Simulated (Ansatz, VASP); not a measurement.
Re2Cl3 in VASP and in Ansatz

```xyz
5
Lattice="2.9623 0.0000 0.0000 0.0000 2.9623 0.0000 0.0000 0.0000 10.0917" Properties=species:S:1:pos:R:3 pbc="T T T"
Re    1.4811    0.0000    1.7774
Re    0.0000    1.4811    8.3143
Cl    0.0000    1.4811    3.4215
Cl    1.4811    0.0000    6.6702
Cl    1.4811    1.4811    0.0000
```

Change from the starting cell: species swapped into the Er2Se3 type (P-4m2, No. 115).

Alike in both runs: functional PBE; k mesh 4 × 4 × 2; occupations gaussian, width 0.2 eV; collinear spin.

Ansatz relaxed the structure, and its values are those at the end. VASP's run is a single point on that final structure, the one shown.

```csv
,VASP,Ansatz
version,VASP 6.6.1,Ansatz 0.2.0
potentials or method,"VASP PAW PBE potentials, release 64 (Re, Cl)","scalar-relativistic, plane waves, PAW"
plane-wave cutoff (eV),520,420
valence electrons in the cell,35,51
```

```tsv
	VASP	Ansatz	Ansatz less VASP
gap on the k mesh at the Fermi level (eV)	none	none	-
pressure (GPa)	0.9	0.3	-0.60
rms of the force components (eV/Å)	0.055	0.008	-0.0474
net moment per atom (μB)	0.00	0.00	0.000
```

A gap of «none» marks a metal or a gap that the smearing closes. The two sets of potentials don't hold the same shells in valence. Ansatz warned: «seeded_moment_not_kept».

Caveats: the k mesh is coarse (spacing up to 0.53 Å⁻¹), so the values aren't converged; this functional lacks dispersion, which binds the layers, so the pressure and a relaxed spacing across them are unreliable. The runs have no spin-orbit coupling, so splittings on Re are missing.
